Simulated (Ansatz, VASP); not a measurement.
**SbRu: VASP beside Ansatz**

Aim: how closely do two programs agree when they are given the same cell, functional and k mesh?

Method: plane waves, with VASP 6.6.1 beside it; single point at PBEsol, in Ansatz 0.2.0.

### 1. Set-up

The structure is orthorhombic, space group Pnma (No. 62). The conventional cell has a = 5.852 Å, b = 3.787 Å, c = 6.544 Å, α = 90.00°, β = 90.00°, γ = 90.00°. Nearest to Sb lie 6 Ru at 2.61 to 2.71 Å. Ru has 6 Sb at 2.61 to 2.71 Å nearest. Farther neighbours are not listed.

### 2. VASP: single point, PBEsol

A single point gives forces, pressure and levels at one fixed geometry, so differences don't come from the geometry; what else differs is listed under the comparison.

Lines of VASP's logs that name or quote its potential files are left out, and so is its time.

Input file INCAR:

```
SYSTEM = SbRu
PREC = Normal
ENCUT = 300
EDIFF = 1E-05
NELM = 120
ISMEAR = 1
SIGMA = 0.2
LREAL = Auto
ALGO = Fast
GGA = PS
LORBIT = 11
LWAVE = .FALSE.
LCHARG = .FALSE.
KPAR = 4
NCORE = 2
```

Input file POSCAR:

```
SbRu
1.0
   -5.8524230333      3.7871481400      6.5437901301
    5.8524230333     -3.7871481400      6.5437901301
    5.8524230333      3.7871481400     -6.5437901301
Sb Ru
16 16
Direct
    0.5836903138      0.6088610555      0.7751707418
    0.0836903137      0.1088610555      0.7751707417
    0.0836903138      0.6088610555      0.2751707418
    0.5836903138      0.1088610555      0.2751707418
    0.5836903137      0.8085195720      0.4748292582
    0.0836903138      0.3085195720      0.4748292582
    0.0836903138      0.8085195720      0.9748292583
    0.5836903137      0.3085195720      0.9748292582
    0.4163096862      0.1914804280      0.5251707418
    0.9163096862      0.6914804280      0.5251707417
    0.9163096862      0.1914804280      0.0251707417
    0.4163096862      0.6914804280      0.0251707417
    0.4163096862      0.3911389445      0.2248292582
    0.9163096862      0.8911389445      0.2248292582
    0.9163096862      0.3911389445      0.7248292582
    0.4163096862      0.8911389445      0.7248292582
    0.7721573983      0.8933093424      0.8711519442
    0.2721573983      0.3933093424      0.8711519442
    0.2721573983      0.8933093424      0.3711519442
    0.7721573982      0.3933093424      0.3711519442
    0.2721573982      0.4010054540      0.3788480558
    0.7721573982      0.9010054540      0.3788480558
    0.7721573983      0.4010054540      0.8788480558
    0.2721573982      0.9010054540      0.8788480558
    0.7278426017      0.5989945459      0.6211519442
    0.2278426018      0.0989945459      0.6211519442
    0.2278426018      0.5989945459      0.1211519442
    0.7278426017      0.0989945460      0.1211519442
    0.2278426018      0.1066906576      0.1288480558
    0.7278426018      0.6066906576      0.1288480558
    0.7278426017      0.1066906576      0.6288480558
    0.2278426018      0.6066906575      0.6288480558
```

Input file KPOINTS:

```
Automatic mesh
0
Gamma
4 4 4
0 0 0
```

The projector-augmented-wave data sets are Sb and Ru (PBE family, release 64).

Started as:

```bash
$ mpirun -np 8 vasp_std
```

Numbers of over 12 decimals in the logs are rounded to 6 here.

Log:

```text
[banner, memory and clock lines left out]
running    8 mpi-ranks, on    1 nodes
[...]
|                                                                             |
|               ----> ADVICE to this user running VASP <----                  |
|                                                                             |
|     You enforced a specific xc type in the INCAR file but a different       |
|     [... a line on the potential file left out ...]
|     I HOPE YOU KNOW WHAT YOU ARE DOING!                                     |
|                                                                             |

 LDA part: xc-table for (Slater+PW92), standard interpolation
 POSCAR, INCAR and KPOINTS ok, starting setup
[...]
entering main loop
       N       E                     dE             d eps       ncg     rms          rms(c)
DAV:   1     0.865947920039E+03    0.86595E+03   -0.60255E+04  4464   0.940E+02
DAV:   2    -0.165408962393E+03   -0.10314E+04   -0.98246E+03  4784   0.237E+02
DAV:   3    -0.241966790386E+03   -0.76558E+02   -0.71963E+02  6048   0.603E+01
DAV:   4    -0.244755777902E+03   -0.27890E+01   -0.27437E+01  5552   0.119E+01
[...]
RMM:  15    -0.239875694776E+03    0.45671E-04   -0.51191E-04  6458   0.553E-02    0.413E-02
RMM:  16    -0.239875682150E+03    0.12626E-04   -0.69407E-05  4549   0.226E-02    0.289E-02
RMM:  17    -0.239875683410E+03   -0.12603E-05   -0.12723E-05  3025   0.700E-03
   1 F= -.23987568E+03 E0= -.23987148E+03  d E =-.126069E-01
```

Parts of OUTCAR (step 2):

```text
  Total       -1.3029512      0.4274717     -0.8046769      0.0000000      0.0000000      0.0000000
  in kB       -3.5983333      1.1805397     -2.2222595      0.0000000      0.0000000      0.0000000
  external PRESSURE =      -1.5466844 kB  Pullay stress =       0.0000000 kB

 POSITION                                       TOTAL-FORCE (eV/Angst)
 -----------------------------------------------------------------------------------
      4.68394      2.84036      2.73125         0.027780     -0.000000      0.005289
      4.68394      2.84036     -3.81254         0.027780     -0.000000      0.005289
      4.68394     -0.94679      2.73125         0.027780     -0.000000      0.005289
     -1.16849      2.84036      2.73125         0.027780     -0.000000      0.005289
      4.09470      0.94679      6.00315        -0.027780     -0.000000      0.005289
      4.09470      0.94679     -0.54064        -0.027780     -0.000000      0.005289
      9.94712      0.94679     -0.54064        -0.027780     -0.000000      0.005289
      4.09470      4.73394     -0.54064        -0.027780     -0.000000      0.005289
      1.75773      2.84036      0.54064         0.027780      0.000000     -0.005289
      1.75773      2.84036      7.08443         0.027780      0.000000     -0.005289
     -4.09470      2.84036      7.08443         0.027780      0.000000     -0.005289
      1.75773     -0.94679      7.08443         0.027780      0.000000     -0.005289
      1.16849      0.94679      3.81254        -0.027780      0.000000     -0.005289
      1.16849      0.94679     10.35633        -0.027780      0.000000     -0.005289
[...]
-----------------------------------------------------------------------------------
    total drift:                               -0.000000     -0.000001     -0.000000

  FREE ENERGIE OF THE ION-ELECTRON SYSTEM (eV)
  ---------------------------------------------------
  free  energy   TOTEN  =      -239.8756834098 eV

  energy  without entropy=     -239.8630764907  energy(sigma->0) =     -239.87148110

[... 2 further parts left out ...]
[key lines of the parts left out:]
E-fermi :  10.7023
```

The PAW data sets were made with PBE, which is usual practice but a small mismatch for other functionals.

### 3. Ansatz: single point, PBEsol

Ansatz runs on its default PAW (the set named soft_2) files.

The same cell, functional, mesh and smearing now go to Ansatz, which takes its cutoff from its data sets.

Input file input.yaml:

```yaml
crystal:
  lattice:
    - [-5.8524230333, 3.78714814, 6.5437901301]
    - [5.8524230333, -3.78714814, 6.5437901301]
    - [5.8524230333, 3.78714814, -6.5437901301]
  atoms:
    - { symbol: Sb, position: [0.5836903138, 0.6088610555, 0.7751707418] }
    - { symbol: Sb, position: [0.0836903137, 0.1088610555, 0.7751707417] }
    - { symbol: Sb, position: [0.0836903138, 0.6088610555, 0.2751707418] }
    - { symbol: Sb, position: [0.5836903138, 0.1088610555, 0.2751707418] }
    - { symbol: Sb, position: [0.5836903137, 0.808519572, 0.4748292582] }
    - { symbol: Sb, position: [0.0836903138, 0.308519572, 0.4748292582] }
    - { symbol: Sb, position: [0.0836903138, 0.808519572, 0.9748292583] }
    - { symbol: Sb, position: [0.5836903137, 0.308519572, 0.9748292582] }
    - { symbol: Sb, position: [0.4163096862, 0.191480428, 0.5251707418] }
    - { symbol: Sb, position: [0.9163096862, 0.691480428, 0.5251707417] }
    - { symbol: Sb, position: [0.9163096862, 0.191480428, 0.0251707417] }
    - { symbol: Sb, position: [0.4163096862, 0.691480428, 0.0251707417] }
    - { symbol: Sb, position: [0.4163096862, 0.3911389445, 0.2248292582] }
    - { symbol: Sb, position: [0.9163096862, 0.8911389445, 0.2248292582] }
    - { symbol: Sb, position: [0.9163096862, 0.3911389445, 0.7248292582] }
    - { symbol: Sb, position: [0.4163096862, 0.8911389445, 0.7248292582] }
    - { symbol: Ru, position: [0.7721573983, 0.8933093424, 0.8711519442] }
    - { symbol: Ru, position: [0.2721573983, 0.3933093424, 0.8711519442] }
    - { symbol: Ru, position: [0.2721573983, 0.8933093424, 0.3711519442] }
    - { symbol: Ru, position: [0.7721573982, 0.3933093424, 0.3711519442] }
    - { symbol: Ru, position: [0.2721573982, 0.401005454, 0.3788480558] }
    - { symbol: Ru, position: [0.7721573982, 0.901005454, 0.3788480558] }
    - { symbol: Ru, position: [0.7721573983, 0.401005454, 0.8788480558] }
    - { symbol: Ru, position: [0.2721573982, 0.901005454, 0.8788480558] }
    - { symbol: Ru, position: [0.7278426017, 0.5989945459, 0.6211519442] }
    - { symbol: Ru, position: [0.2278426018, 0.0989945459, 0.6211519442] }
    - { symbol: Ru, position: [0.2278426018, 0.5989945459, 0.1211519442] }
    - { symbol: Ru, position: [0.7278426017, 0.098994546, 0.1211519442] }
    - { symbol: Ru, position: [0.2278426018, 0.1066906576, 0.1288480558] }
    - { symbol: Ru, position: [0.7278426018, 0.6066906576, 0.1288480558] }
    - { symbol: Ru, position: [0.7278426017, 0.1066906576, 0.6288480558] }
    - { symbol: Ru, position: [0.2278426018, 0.6066906575, 0.6288480558] }
hamiltonian:
  xc: pbesol
  pseudopotentials: { kind: paw }
kpoints:
  mp_grid: { grid: [4, 4, 4] }
scf:
  occupations: { method: methfessel_paxton, width: 0.2 }
  n_extra_bands: 12
output:
  forces: true
  stress: true
  eigenvalues: true
  write_density: true
  write_potential: true
  elf: true
  volumetric_format: npy
```

Started as:

```bash
$ ansatz run input.yaml --threads 8 --pin off --max-ram 18432MiB --backend cpu --events-out ev --progress --plain --runs-dir out
```

Log:

```text
scf.n_extra_bands = 12 over 248 filled bands (N_el = 496.0): the run solves 260 bands
Engine: ansatz 0.2.0, aarch64-unknown-linux-gnu
Pseudopotentials: kind: paw
Pseudopotential: Sb, paw, valence charge 15, recommended cutoff 420 eV (normal), Sb.paw.azcp
Pseudopotential: Ru, paw, valence charge 16, recommended cutoff 420 eV (normal), Ru.paw.azcp
Functional definition: PBEsol
  exchange = pbesol_x
  correlation = pbesol_c
Crystal: 32 atoms, lattice volume = 580.146 Å³
Basis set: ecut = 420 eV, 11283 PW (Γ), exchange–correlation on 128×128×128 points (8 copies of the dense FFT grid, shifted against one another)
Bands: 260, of which v1, the nominal top of the filled ones, is band 248 counted from 1 (247 counted from 0)
Symmetry: 32 space group operations
Space group: Pnma (ITA 62), of the structure as read, at distance tolerance 8.3e-5 Å
k-points: 18 of 64
Non-local potential: Sb, projectors of the file, l = 0: 2, l = 1: 2, l = 2: 2, l = 3: 2
Non-local potential: Ru, projectors of the file, l = 0: 3, l = 1: 2, l = 2: 2, l = 3: 1
PAW form: soft (Blöchl's): semilocal exchange-correlation on the pseudo side does not see the compensation charge
PAW frozen core: Sb, regenerated for the run's functional, and the local potential with it (the file was generated under x = pbe(κ = 0.804, μ = 0.219515), c = pbe(β = 0.066725))
PAW frozen core: Ru, regenerated for the run's functional, and the local potential with it (the file was generated under x = pbe(κ = 0.804, μ = 0.219515), c = pbe(β = 0.066725))
PAW one-centre angular grid: Sb, 590 points (default); XC on 64 Gauss nodes
PAW one-centre angular grid: Ru, 590 points (default); XC on 64 Gauss nodes
Initial density: superposition of atomic densities (neutral atoms: chi_scale 0, normalization atom), corrected by the library's trained network
Initial wavefunctions: pseudopotential atomic-orbital guess
Functional: x = pbesol(κ = 0.804, μ = 0.123457), c = pbesol(β = 0.046)
SCF iter   1: F=—  HF=-195597.326859 eV  |F-HF|=—  |Δ(HF+E_count)|=         —  Δρ=6.83e-3  dr2=2.36e-1  ethr=1.77e-3  ⟨swp⟩=5.0  Hψ=16908  notcnv=0
preconditioner: auto → Kerker (q_TF=auto, 2.658 Å⁻¹)  [metal: Δε(μ)=0.006 eV  Ē_g=15.598 eV  σ=0.200 eV  W_gap=0.03  n_scr=170 (ndim 8)  ℏωp=29.6 eV  f_vac=0.000  D(μ)=29.12/eV (n_scr^D=272)]
SCF iter   2: F=—  HF=-195597.276770 eV  |F-HF|=—  |Δ(HF+E_count)|=   5.01e-2  S|Δr|=    0.00e0  Δρ=2.74e-3  dr2=2.50e-2  ethr=4.76e-5  ⟨swp⟩=2.0  Hψ=7599  notcnv=0
SCF iter   3: F=—  HF=-195597.272366 eV  |F-HF|=—  |Δ(HF+E_count)|=   4.40e-3  S|Δr|=    0.00e0  Δρ=7.80e-4  dr2=1.77e-3  ethr=5.03e-6  ⟨swp⟩=3.0  Hψ=10069  notcnv=0
SCF iter   4: F=—  HF=-195597.272467 eV  |F-HF|=—  |Δ(HF+E_count)|=   1.01e-4  S|Δr|=    0.00e0  Δρ=1.16e-4  dr2=1.06e-4  ethr=3.57e-7  ⟨swp⟩=3.0  Hψ=9486  notcnv=0
SCF iter   5: F=—  HF=-195597.272390 eV  |F-HF|=—  |Δ(HF+E_count)|=   7.73e-5  S|Δr|=    0.00e0  Δρ=4.72e-5  dr2=1.67e-5  ethr=2.15e-8  ⟨swp⟩=2.1  Hψ=6803  notcnv=0
SCF iter   6: F=—  HF=-195597.271941 eV  |F-HF|=—  |Δ(HF+E_count)|=   4.49e-4  S|Δr|=    0.00e0  Δρ=1.27e-5  dr2=9.27e-7  ethr=3.38e-9  ⟨swp⟩=2.0  Hψ=6543  notcnv=0
SCF iter   7: F=-195597.271941 eV  HF=-195597.271941 eV  |F-HF|=1.80e-8  |Δ(HF+E_count)|=  6.11e-10  S|Δr|=    0.00e0  Δρ=3.94e-6  dr2=8.86e-8  ethr=2.02e-11  ⟨swp⟩=11.4  Hψ=35602  notcnv=0
SCF 1 converged in 7 iterations: F = -195597.271941 eV  dr2 = 8.86e-8
  greatest PAW one-centre occupation: 0.999 electrons in one spin orbital (limit 2), on the Ru atom at site 31 (counted from 0), in its partial waves of l = 0
SCF converged after 7 iterations
Stability not checked: this state was not tested for a lower state beside it, because cold or Methfessel-Paxton smearing, or corrected tetrahedra, fill the levels in a way that the test cannot read (fill_not_monotonic; see scf.lower_state_search)
Free energy (F): -195597.271941 eV
Harris-Foulkes:  -195597.271941 eV  (|F-HF|=1.80e-8)
Internal energy: -195597.259992 eV  (E = F + TS)
E sigma→0 (E₀):  -195597.268954 eV
Entropy (-TS):   -0.011949 eV (-0.373 meV/atom)
Fermi energy:    17.126055 eV
--- Per-component energies (eV) ---
  E_band       = -3219.047136
  E_kinetic    = 11649.421873
  E_local      = -45348.732447  (includes V_loc(G=0)·N_el)
  E_nonlocal   = 11438.756469
  E_hartree    = 18012.991479
  E_xc         = -5253.251024
  E_vxc        = -5396.177422  (∫ρ·V_xc dr)
  E_paw        = -126462.873375  (= ΣΔE_a)
  E_vpaw       = -11588.294273  (= ΣTr[D̂ρ^β])
  E_aug_tail   = -0.003172  (compensation charges beyond the density's cutoff)
  E_ewald      = -59642.932244
  E_core_change = 9.362448  (= ΣΔE_core)
  E_smearing   = -0.011949  (= −TS)
  E_closure    = -0.000000  (closes the sum)
  Σ components = -195597.271941   (vs F -195597.271941, Δ=0.00e0)
--- Forces (eV/Å), atoms counted from 1 ---
  atom   1  Sb     0.03527254    -0.00000000    -0.00164451
  atom   2  Sb     0.03527254     0.00000000    -0.00164451
  atom   3  Sb     0.03527254     0.00000000    -0.00164451
  atom   4  Sb     0.03527254    -0.00000000    -0.00164451
  atom   5  Sb    -0.03527254    -0.00000000    -0.00164451
  atom   6  Sb    -0.03527254     0.00000000    -0.00164451
  atom   7  Sb    -0.03527254     0.00000000    -0.00164451
  atom   8  Sb    -0.03527254    -0.00000000    -0.00164451
  atom   9  Sb     0.03527254    -0.00000000     0.00164451
  atom  10  Sb     0.03527254    -0.00000000     0.00164451
  atom  11  Sb     0.03527254    -0.00000000     0.00164451
  atom  12  Sb     0.03527254    -0.00000000     0.00164451
  atom  13  Sb    -0.03527254     0.00000000     0.00164451
  atom  14  Sb    -0.03527254     0.00000000     0.00164451
  atom  15  Sb    -0.03527254    -0.00000000     0.00164451
  atom  16  Sb    -0.03527254     0.00000000     0.00164451
  atom  17  Ru     0.02778622    -0.00000000     0.04906015
  atom  18  Ru     0.02778622    -0.00000000     0.04906015
  atom  19  Ru     0.02778622    -0.00000000     0.04906015
  atom  20  Ru     0.02778622    -0.00000000     0.04906015
  atom  21  Ru    -0.02778622     0.00000000     0.04906015
  atom  22  Ru    -0.02778622    -0.00000000     0.04906015
  atom  23  Ru    -0.02778622     0.00000000     0.04906015
  atom  24  Ru    -0.02778622    -0.00000000     0.04906015
  atom  25  Ru     0.02778622     0.00000000    -0.04906015
  atom  26  Ru     0.02778622    -0.00000000    -0.04906015
  atom  27  Ru     0.02778622     0.00000000    -0.04906015
  atom  28  Ru     0.02778622    -0.00000000    -0.04906015
  atom  29  Ru    -0.02778622    -0.00000000    -0.04906015
  atom  30  Ru    -0.02778622     0.00000000    -0.04906015
  atom  31  Ru    -0.02778622     0.00000000    -0.04906015
  atom  32  Ru    -0.02778622    -0.00000000    -0.04906015
  max |Σ_I F_I| component: 7.63e-17 eV/Å
--- Stress (GPa, compression-positive) ---
        0.094780      -0.000000       0.000000
       -0.000000       0.319316       0.000000
        0.000000       0.000000       0.063419
  P = ⅓ Tr σ = 0.1592 GPa (1.592 kbar)
--- Band table (eV; the first three rows and the last of 18) ---
  k-point 0: bands = [... 244 lower, 16.8876, 16.8876, 17.0499, 17.0625, 17.0625, 17.0625, 17.0625, 17.2316, ... 8 higher]
  k-point 1: bands = [... 244 lower, 17.1010, 17.1173, 17.2384, 17.2384, 17.2515, 17.2621, 17.2621, 17.3764, ... 8 higher]
  k-point 2: bands = [... 244 lower, 17.1028, 17.1028, 17.1292, 17.1292, 17.4528, 17.4528, 17.9917, 17.9917, ... 8 higher]
  k-point 17: bands = [... 244 lower, 16.7519, 16.7519, 16.8386, 16.8386, 16.8386, 16.8386, 16.8816, 16.8816, ... 8 higher]
```

It took 86 s on 8 threads of Arm Neoverse N1, shared host; peak memory 6.7 GiB; 11 min of CPU time.

Reading the cycles: dr2 is the Hartree energy of the density residual (eV), the measure of convergence; HF is the Harris–Foulkes estimate of the energy, which meets the free energy F at convergence.

The run ends at a pressure of 0.16 GPa, with forces up to 0.056 eV/Å.

### 4. Differences

Known differences besides the potentials themselves: the data sets hold 496 valence electrons in Ansatz (default PAW (the set named soft_2) files) and 208 in VASP; the cutoff is 420 eV in Ansatz and 300 eV in VASP (PREC = Normal, projectors in real space); Ansatz makes its cores anew for this functional, VASP keeps those of its PBE data sets; VASP leaves aspherical gradient terms in its spheres out (LASPH is not set), Ansatz keeps them. Total energies have different zeros and are not compared.

Compared:

```
                                        quantity  Ansatz   VASP  difference
                                  pressure (GPa)    0.16  -0.15       +0.31
pressure without Ansatz's Pulay correction (GPa)    0.09  -0.15       +0.25
```

Forces on 10 of the 32 atoms, those with the largest forces and the largest differences (eV/Å; atoms numbered as in POSCAR):

```
atom         Ansatz x, y, z           VASP x, y, z
Ru18    0.028, 0.000, 0.049    0.025, 0.000, 0.062
Ru19    0.028, 0.000, 0.049    0.025, 0.000, 0.062
Ru22   -0.028, 0.000, 0.049   -0.025, 0.000, 0.062
Ru25   0.028, 0.000, -0.049   0.025, 0.000, -0.062
Ru26   0.028, 0.000, -0.049   0.025, 0.000, -0.062
Ru27   0.028, 0.000, -0.049   0.025, 0.000, -0.062
Ru28   0.028, 0.000, -0.049   0.025, 0.000, -0.062
Ru29  -0.028, 0.000, -0.049  -0.025, 0.000, -0.062
Ru30  -0.028, 0.000, -0.049  -0.025, 0.000, -0.062
Ru32  -0.028, 0.000, -0.049  -0.025, 0.000, -0.062
```

The forces differ by 6.9 meV/Å r.m.s., which is 23.2 % of the r.m.s. force of 0.03 eV/Å (both taken over all components). Ansatz's pressure holds a Pulay correction of 0.07 GPa; VASP's holds none.

### 5. Results

| Item | Value |
| --- | --- |
| difference in pressure (single point, PBEsol) | 0.31 GPa |
| r.m.s. force difference (single point, PBEsol) | 6.9 meV/Å |

What this shows: The r.m.s. force difference is 6.9 meV/Å (single point, PBEsol), within the 12 meV/Å picked in this series as the mark of a large difference. How closely two codes agree says nothing of how well the functional describes the real material.

[Lines on the potential files, build, host, timing and source positions are cut from VASP's logs without a mark.]

[Logs are printed without paths, hosts, clocks, repeated set-up lines and the standing remarks that a program may print on its own settings, such as how far it seeks lower states.]

[Hosts, paths, dates, database ids (printed as entryN), source tags and the programs' standing remarks are cut or masked in the printed files.]
